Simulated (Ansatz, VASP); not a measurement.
# MoS2 in two plane-wave programs, part 2 of 2

Wanted: the spread between two codes on one cell, functional and k mesh. The cell is taken from a series of VASP runs on this material, whose earlier steps may have relaxed, scaled or displaced it; both programs get it as it stands.

VASP 6.6.1 and Ansatz 0.2.0.

So far: The structure; VASP: relaxation of cell and atoms, r2SCAN.

## 3. Ansatz: relaxation of cell and atoms, r2SCAN

Level of this step: Ansatz beside VASP: Kohn-Sham DFT, plane waves, r2SCAN (Ansatz).

Ansatz runs on its default PAW (the set named soft_2) files.

The same cell, functional, mesh and smearing now go to Ansatz, which takes its cutoff from its data sets.

input.yaml reads:

```yaml
crystal:
  lattice:
    - [3.1845647923, 0.0, 0.0]
    - [-1.5922823962, 2.7579140102, 0.0]
    - [0.0, 0.0, 12.8755283541]
  atoms:
    - { symbol: Mo, position: [0.6666666667, 0.3333333333, 0.75] }
    - { symbol: Mo, position: [0.3333333333, 0.6666666667, 0.25] }
    - { symbol: S, position: [0.6666666667, 0.3333333333, 0.3705683365] }
    - { symbol: S, position: [0.3333333333, 0.6666666667, 0.8705683365] }
    - { symbol: S, position: [0.6666666667, 0.3333333333, 0.1294316635] }
    - { symbol: S, position: [0.3333333333, 0.6666666667, 0.6294316635] }
hamiltonian:
  xc: r2scan
  pseudopotentials: { kind: paw }
kpoints:
  mp_grid: { grid: [8, 8, 2] }
scf:
  occupations: { method: gaussian, width: 0.03 }
relax:
  f_tol: 0.01
  max_steps: 60
  cell: { stress_tol: 0.05 }
output:
  forces: true
  stress: true
```

The run is started by

```console
$ ansatz run input.yaml --threads 4 --pin off --max-ram 9216MiB --backend cpu --events-out ev --progress --plain --runs-dir out
```

Numbers of over 12 decimals in the logs are rounded to 6 here.

Log:

```text
Engine: ansatz 0.2.0, aarch64-unknown-linux-gnu
Pseudopotentials: kind: paw
Pseudopotential: Mo, paw, valence charge 14, recommended cutoff 500 eV (meta_gga), Mo.paw.azcp
Pseudopotential: S, paw, valence charge 6, recommended cutoff 500 eV (meta_gga), S.paw.azcp
Functional definition: r2SCAN
  parameter k0 = 0.174
  parameter k1 = 0.065
  parameter a1 = 4.9479
  exchange = r2scan_x(k0 = k0, k1 = k1, a1 = a1)
  correlation = r2scan_c
Crystal: 6 atoms, lattice volume = 113.083 Å³
Basis set: ecut = 500 eV, 2861 PW (Γ), exchange–correlation on 96×96×384 points (64 copies of the dense FFT grid, shifted against one another)
Bands: 32, of which v1, the nominal top of the filled ones, is band 26 counted from 1 (25 counted from 0)
Symmetry: 24 space group operations
Space group: P63/mmc (ITA 194), of the structure as read, at distance tolerance 4.8e-5 Å
k-points: 20 of 128
Non-local potential: Mo, projectors of the file, l = 0: 3, l = 1: 2, l = 2: 2, l = 3: 1
Non-local potential: S, projectors of the file, l = 0: 2, l = 1: 2, l = 2: 2
PAW form: soft (Blöchl's): semilocal exchange-correlation on the pseudo side does not see the compensation charge
PAW frozen core: Mo, regenerated for the run's functional (the file was generated under x = pbe(κ = 0.804, μ = 0.219515), c = pbe(β = 0.066725))
PAW frozen core: S, regenerated for the run's functional (the file was generated under x = pbe(κ = 0.804, μ = 0.219515), c = pbe(β = 0.066725))
PAW one-centre angular grid: Mo, 590 points (default); XC on 160 Gauss nodes
PAW one-centre angular grid: S, 302 points (default); XC on 160 Gauss nodes
Initial density: superposition of atomic densities (neutral atoms: chi_scale 0, normalization atom), corrected by the library's trained network
Initial wavefunctions: pseudopotential atomic-orbital guess
Functional: x = r2scan, c = r2scan; τ floored in thin density (d = 2e-4 eV/Å³)
SCF iter   1: F=—  HF=-13564.236508 eV  |F-HF|=—  |Δ(HF+E_count)|=         —  Δρ=9.80e-3  dr2=1.26e-1  dr2_τ=1.02e-1  ethr=1.77e-3  ⟨swp⟩=7.4  Hψ=2959  notcnv=0
preconditioner: auto → Resta (q_TF=auto, 2.397 Å⁻¹)  ε∞=7.5  [insulator: Δε(μ)=1.286 eV  Ē_g=8.208 eV  σ=0.030 eV  W_gap=1.00  n_scr=26 (ndim 8)  ℏωp=21.0 eV  f_vac=0.040  D(μ)=0.00/eV (n_scr^D=0)  ε∞_Penn≈7.5]
SCF iter   2: F=—  HF=-13564.316084 eV  |F-HF|=—  |Δ(HF+E_count)|=   7.96e-2  Δρ=4.95e-3  dr2=1.10e-2  dr2_τ=4.42e-3  ethr=2.42e-4  ⟨swp⟩=2.5  Hψ=1220  notcnv=0  defer=29
SCF iter   3: F=—  HF=-13564.320520 eV  |F-HF|=—  |Δ(HF+E_count)|=   4.44e-3  Δρ=2.77e-3  dr2=4.36e-3  dr2_τ=3.31e-4  ethr=2.11e-5  ⟨swp⟩=2.2  Hψ=932  notcnv=0  defer=29
SCF iter   4: F=—  HF=-13564.323250 eV  |F-HF|=—  |Δ(HF+E_count)|=   2.73e-3  Δρ=2.62e-4  dr2=1.06e-4  dr2_τ=8.18e-6  ethr=8.39e-6  ⟨swp⟩=2.9  Hψ=1182  notcnv=0  defer=29
SCF iter   5: F=—  HF=-13564.323275 eV  |F-HF|=—  |Δ(HF+E_count)|=   2.52e-5  Δρ=8.85e-5  dr2=2.61e-5  dr2_τ=1.14e-6  ethr=2.05e-7  ⟨swp⟩=2.2  Hψ=973  notcnv=0  defer=29
SCF iter   6: F=—  HF=-13564.323281 eV  |F-HF|=—  |Δ(HF+E_count)|=   5.28e-6  Δρ=2.23e-5  dr2=8.27e-7  dr2_τ=3.75e-8  ethr=5.01e-8  ⟨swp⟩=2.0  Hψ=866  notcnv=0  defer=29
SCF iter   7: F=-13564.323281 eV  HF=-13564.323281 eV  |F-HF|=1.04e-8  |Δ(HF+E_count)|=   3.35e-7  Δρ=5.00e-6  dr2=3.23e-8  dr2_τ=1.20e-9  ethr=1.92e-10  ⟨swp⟩=5.0  Hψ=2538  notcnv=0
SCF 1 converged in 7 iterations: F = -13564.323281 eV  dr2 = 3.23e-8
  greatest PAW one-centre occupation: 0.996 electrons in one spin orbital (limit 2), on the Mo atom at site 1 (counted from 0), in its partial waves of l = 0
relax step   1: F+E_penalty+E_count = -13564.32328090 eV  Δ(F+E_penalty+E_count) = +0.000e0 eV  max|allowed force component| = 3.379e-3 eV/Å  Δτ_max = 0.0000 Å  P = +0.067 GPa  Ω = 113.083 Å³  (7 SCF iters, dr2 threshold 1.00e-7 eV, accepted)
[...]
relax step   2: F+E_penalty+E_count = -13564.32361490 eV  Δ(F+E_penalty+E_count) = -3.340e-4 eV  max|allowed force component| = 1.090e-2 eV/Å  Δτ_max = 0.0095 Å  P = +0.019 GPa  Ω = 113.789 Å³  energy of the carried Pulay correction = -1.556e-4 eV  (7 SCF iters, dr2 threshold 6.94e-8 eV, accepted)
[...]
relax step   3: F+E_penalty+E_count = -13564.32359590 eV  Δ(F+E_penalty+E_count) = +1.900e-5 eV  max|allowed force component| = 1.054e-2 eV/Å  Δτ_max = 0.0041 Å  P = +0.039 GPa  Ω = 114.052 Å³  energy of the carried Pulay correction = -2.110e-4 eV  (6 SCF iters, dr2 threshold 6.03e-8 eV, accepted)
[...]
relax step   4: F+E_penalty+E_count = -13564.32365486 eV  Δ(F+E_penalty+E_count) = -5.896e-5 eV  max|allowed force component| = 1.149e-3 eV/Å  Δτ_max = 0.0003 Å  P = -0.008 GPa  Ω = 114.079 Å³  energy of the carried Pulay correction = -2.179e-4 eV  (5 SCF iters, dr2 threshold 2.98e-8 eV, accepted)
[...]
relax step   5: F+E_penalty+E_count = -13564.32389550 eV  Δ(F+E_penalty+E_count) = -2.406e-4 eV  max|allowed force component| = 1.193e-3 eV/Å  Δτ_max = 0.0000 Å  P = -0.008 GPa  Ω = 114.079 Å³  stress off target by 8.90e-3 GPa  SCF on the basis re-selected at this cell (its energy is not comparable with the rows above)  (6 SCF iters)
basis re-selected at this cell: Δ(F+E_penalty+E_count) = -2.406e-4 eV, ΔP = +0.001 GPa vs the last step (what re-selecting the basis moved, of the pressure what is left beyond the Pulay correction that the steps carried, after the strain that the cell walked since its last selection, with what the two solves' SCF thresholds leave and, on support functions, any second-order correction that the steps lacked; it is no m [...]
SCF converged after 6 iterations
Free energy (F): -13564.323896 eV
Harris-Foulkes:  -13564.323896 eV  (|F-HF|=9.09e-12)
Internal energy: -13564.323896 eV  (E = F + TS)
E sigma→0 (E₀):  -13564.323896 eV
Fermi energy:    10.336079 eV
--- Per-component energies (eV) ---
  E_band       = -402.274019
  E_kinetic    = 1308.372040
  E_local      = -4422.914996  (includes V_loc(G=0)·N_el)
  E_nonlocal   = 396.805318
  E_hartree    = 1731.761722
  E_xc         = -724.772779
  E_vxc        = -891.410129  (∫ρ·V_xc dr)
  E_paw        = -8871.606095  (= ΣΔE_a)
  E_vpaw       = -308.211553  (= ΣTr[D̂ρ^β])
  E_aug_tail   = 0.000020  (compensation charges beyond the density's cutoff)
  E_vtau       = 51.561788  (kinetic-family band-sum trace: ∫τ·v_τ [+ j·A + Jᵃ·Aᵃ] dr)
  E_ewald      = -2981.087651
  E_core_change = -0.881474  (= ΣΔE_core)
  E_smearing   = -0.000000  (= −TS)
  E_closure    = 0.000000  (closes the sum)
  Σ components = -13564.323896   (vs F -13564.323896, Δ=0.00e0)
--- Forces (eV/Å), atoms counted from 1 ---
  atom   1  Mo    -0.00000000    -0.00000000    -0.00000000
  atom   2  Mo     0.00000000     0.00000000     0.00000000
  atom   3  S      0.00000000     0.00000000    -0.00119312
  atom   4  S     -0.00000000    -0.00000000    -0.00119312
  atom   5  S      0.00000000     0.00000000     0.00119312
  atom   6  S     -0.00000000    -0.00000000     0.00119312
  max |Σ_I F_I| component: 1.85e-17 eV/Å
--- Stress (GPa, compression-positive) ---
       -0.007190       0.000000       0.000000
       -0.000000      -0.007190      -0.000000
        0.000000      -0.000000      -0.008900
  P = ⅓ Tr σ = -0.0078 GPa (-0.078 kbar)
--- Relaxed structure (4 steps of the walk, 4 accepted, 1 SCFs on fresh bases) ---
  F+E_penalty+E_count = -13564.32389550 eV   max|allowed force component| = 1.193e-3 eV/Å   (the final SCF, on the basis selected at the relaxed cell)
  cell:  # Å, volume = 114.0785 Å³
    - [3.184419, 2.8866184140990474e-11, 0.0]
    - [-1.592210, 2.757788, 0.0]
    - [0.0, 0.0, 12.990106]
  atoms:
    - { symbol: Mo, position: [0.666667, 0.333333, 0.750000] }
    - { symbol: Mo, position: [0.333333, 0.666667, 0.250000] }
    - { symbol: S, position: [0.666667, 0.333333, 0.369532] }
    - { symbol: S, position: [0.333333, 0.666667, 0.869532] }
    - { symbol: S, position: [0.666667, 0.333333, 0.130468] }
    - { symbol: S, position: [0.333333, 0.666667, 0.630468] }
```

It took 12 s on 4 threads of Arm Neoverse V2, shared host; peak memory 0.68 GiB; 45 s of CPU time.

## 4. Comparison

Known differences besides the potentials themselves: VASP keeps PBE cores, Ansatz makes them for the functional; both relaxations stop at a tolerance, which leaves soft axes loose, and VASP keeps its plane-wave basis; the cutoff is 500 eV in Ansatz and 450 eV in VASP; Ansatz adds a Pulay correction to the stress that steers its cell, VASP none. Total energies have different zeros and are not compared.

The two programs side by side:

```csv
quantity,Ansatz,VASP,difference
volume (Å³),114.08,113.44,+0.56 %
"edge a after relaxation, in the typed setting (Å)",3.184,3.185,-0.01 %
"edge c after relaxation, in the typed setting (Å)",12.990,12.916,+0.58 %
```

The walks stopped with -0.01 GPa left in Ansatz and -0.01 GPa in VASP; each walk ends within a tolerance, so the volume difference is uncertain by about these residues over the bulk modulus, most in soft cells.

## 5. Ansatz: zone-centre phonons, r2SCAN

Second derivatives magnify differences that forces hide, and they need a tight electronic threshold. The cell compared in this pair holds 113.44 Å³, against 113.08 Å³ for the pair before.

The cell is taken from a series of VASP runs on this material, whose earlier steps may have relaxed, scaled or displaced it; both programs get it as it stands.

input.yaml reads:

```yaml
crystal:
  lattice:
    - [3.1846241984, 0.0, 0.0]
    - [-1.5923120992, 2.7579654574, 0.0]
    - [0.0, 0.0, 12.9157536233]
  atoms:
    - { symbol: Mo, position: [0.6666666667, 0.3333333333, 0.75] }
    - { symbol: Mo, position: [0.3333333333, 0.6666666667, 0.25] }
    - { symbol: S, position: [0.6666666667, 0.3333333333, 0.3702106445] }
    - { symbol: S, position: [0.3333333333, 0.6666666667, 0.8702106445] }
    - { symbol: S, position: [0.6666666667, 0.3333333333, 0.1297893555] }
    - { symbol: S, position: [0.3333333333, 0.6666666667, 0.6297893555] }
hamiltonian:
  xc: r2scan
  pseudopotentials: { kind: paw }
kpoints:
  mp_grid: { grid: [8, 8, 2] }
scf:
  occupations: { method: gaussian, width: 0.03 }
phonons:
  method: dfpt
  qpoints: [[0, 0, 0]]
```

Log:

```text
[...]
Crystal: 6 atoms, lattice volume = 113.440 Å³
Basis set: ecut = 500 eV, 2885 PW (Γ), exchange–correlation on 120×120×480 points (125 copies of the dense FFT grid, shifted against one another)
Bands: 32, of which v1, the nominal top of the filled ones, is band 26 counted from 1 (25 counted from 0)
Symmetry: 24 space group operations
k-points: 42 of 128 (irreducible under 2 space group operations, time reversal used)
[...]
non-analytic LO–TO correction: not included (Born effective charges unavailable; polar crystals: no LO–TO splitting at Γ)
--- Phonons (arbitrary-q DFPT): 1 explicit q-point ---
  q = [0, 0, 0] (of the zone-centre solve; hermiticity 1.93e-6, symmetrization 2.91e-7): -0.00 -0.00 0.00 21.88 21.88 36.07 283.08 283.08 284.29 284.29 381.94 381.94 382.02 382.02 408.78 411.29 468.45 470.40
  sum rule: each row above includes the acoustic sum rule's correction from the zone centre's row sums; it moved no ω² by more than (1.69 cm⁻¹)²
[key lines of the parts left out:]
SCF converged after 10 iterations
Free energy (F): -13564.323639 eV
Fermi energy:    10.429354 eV
```

Elapsed: 79 s, on 4 threads; peak memory 2.2 GiB; 5.1 min of CPU time.

## 6. VASP: zone-centre phonons, r2SCAN

The same cell, functional, mesh and smearing now go to VASP, with its own data sets and cutoff.

INCAR reads:

```
SYSTEM = MoS2
PREC = Accurate
ENCUT = 450
EDIFF = 1E-08
NELM = 100
ISMEAR = 0
SIGMA = 0.03
LREAL = .FALSE.
ALGO = Normal
METAGGA = R2SCAN
LASPH = .TRUE.
NBANDS = 32
LORBIT = 11
LWAVE = .FALSE.
LCHARG = .FALSE.
KPAR = 4
IBRION = 6
NFREE = 2
POTIM = 0.015
NSW = 1
ISIF = 2
```

POSCAR reads:

```
MoS2
1.0
    3.1846241984      0.0000000000      0.0000000000
   -1.5923120992      2.7579654574      0.0000000000
    0.0000000000      0.0000000000     12.9157536233
Mo S
2 4
Direct
    0.6666666667      0.3333333333      0.7500000000
    0.3333333333      0.6666666667      0.2500000000
    0.6666666667      0.3333333333      0.3702106445
    0.3333333333      0.6666666667      0.8702106445
    0.6666666667      0.3333333333      0.1297893555
    0.3333333333      0.6666666667      0.6297893555
```

KPOINTS reads:

```
Automatic mesh
0
Gamma
8 8 2
0 0 0
```

The projector-augmented-wave data sets are Mo_sv and S (PBE family, release 64).

The run is started by

```console
$ mpirun -np 4 vasp_std
```

Log:

```text
[banner, memory and clock lines left out]
running    4 mpi-ranks, on    1 nodes
[...]
[... a notice as in an earlier step ...]

 LDA part: xc-table for (None), standard interpolation
 POSCAR, INCAR and KPOINTS ok, starting setup
[...]
entering main loop
       N       E                     dE             d eps       ncg     rms          rms(c)
DAV:   1     0.365706604959E+03    0.36571E+03   -0.28212E+04  1456   0.140E+03
DAV:   2    -0.871631829786E+02   -0.45287E+03   -0.44066E+03  1600   0.378E+02
DAV:   3    -0.108978723201E+03   -0.21816E+02   -0.21636E+02  1632   0.751E+01
DAV:   4    -0.109426533215E+03   -0.44781E+00   -0.44672E+00  1576   0.106E+01
[...]
DAV:  15    -0.900836467497E+02    0.27135E-06   -0.19096E-06  1656   0.751E-03    0.979E-03
DAV:  16    -0.900836467160E+02    0.33766E-07   -0.27436E-07  1432   0.314E-03    0.279E-03
DAV:  17    -0.900836467219E+02   -0.59026E-08   -0.21714E-08  1248   0.891E-04
   1 F= -.90083647E+02 E0= -.90083647E+02  d E =-.187696E-32
[... from here on, the cycles between the ionic steps are left out ...]
   2 F= -.90081331E+02 E0= -.90081331E+02  d E =-.129873E-13
   3 F= -.90081331E+02 E0= -.90081331E+02  d E =-.997273E-13
   4 F= -.90080149E+02 E0= -.90080149E+02  d E =-.554804E-12
   5 F= -.90080149E+02 E0= -.90080149E+02  d E =-.554996E-12
   6 F= -.90082533E+02 E0= -.90082533E+02  d E =-.165349E-12
   7 F= -.90082533E+02 E0= -.90082533E+02  d E =-.164830E-12
   8 F= -.90081655E+02 E0= -.90081655E+02  d E =-.259380E-11
   9 F= -.90081655E+02 E0= -.90081655E+02  d E =-.854982E-13
 Finite differences progress:
  Degree of freedom:   4/  4
  Displacement:        2/  2
  Total:               8/  8
```

From OUTCAR (step 6):

```text
  FREE ENERGIE OF THE ION-ELECTRON SYSTEM (eV)
  ---------------------------------------------------
  free  energy   TOTEN  =       -90.0816549971 eV

  energy  without entropy=      -90.0816549971  energy(sigma->0) =      -90.08165500

[... 1 part as in an earlier step ...]

[... 1 further part left out ...]
[key lines of the parts left out:]
E-fermi :   6.7035
```

The last energy, forces, stress and levels in OUTCAR belong to the last displaced cell, not to the cell of POSCAR.

## 7. Differences

What differs besides the data sets and the points named for the pairs above, as far as they apply: VASP uses finite displacements, Ansatz perturbation theory. Total energies have different zeros and are not compared.

Both answers:

```csv
quantity,Ansatz,VASP,difference
optical mode 1 to 2 (cm⁻¹),21.9,22.7,-0.9
optical mode 3 (cm⁻¹),36.1,35.9,+0.2
optical mode 4 to 5 (cm⁻¹),283.1,283.1,+0.01 %
optical mode 6 to 7 (cm⁻¹),284.3,284.3,+0.01 %
optical mode 8 to 11 (cm⁻¹),381.9,381.8,+0.04 %
optical mode 12 (cm⁻¹),408.8,408.5,+0.07 %
optical mode 13 (cm⁻¹),411.3,410.8,+0.12 %
optical mode 14 (cm⁻¹),468.4,468.2,+0.05 %
optical mode 15 (cm⁻¹),470.4,470.1,+0.06 %
```

Modes are paired by rising frequency and degeneracy, not by their patterns, so a pair may still set unlike modes beside each other.

## 8. What came out

```yaml
difference_in_edge_c_after_relaxation_in_the_typed_setting_relaxation_of_cell_and_atoms_r2scan: 0.58 %
r_m_s_difference_of_the_optical_zone_centre_modes_each_program_s_sorted_by_frequency_zone_centre_phonons_r2scan: 0.37 cm⁻¹
```

The difference in edge c after relaxation, in the typed setting is 0.58 % (relaxation of cell and atoms, r2SCAN), within the 1.2 % picked in this series as the mark of a large difference, as far as the stopping tolerances let one tell. Such differences can come from data sets, numerical settings and the points named under the comparisons, not from the functional's error against experiment.

[Lines on the potential files, build, host, timing and source positions are cut from VASP's logs without a mark.]

[Logs are printed without paths, hosts, clocks, repeated set-up lines and the standing remarks that a program may print on its own settings, such as how far it seeks lower states.]

[Hosts, paths, dates, database ids (printed as entryN), source tags and the programs' standing remarks are cut or masked in the printed files.]
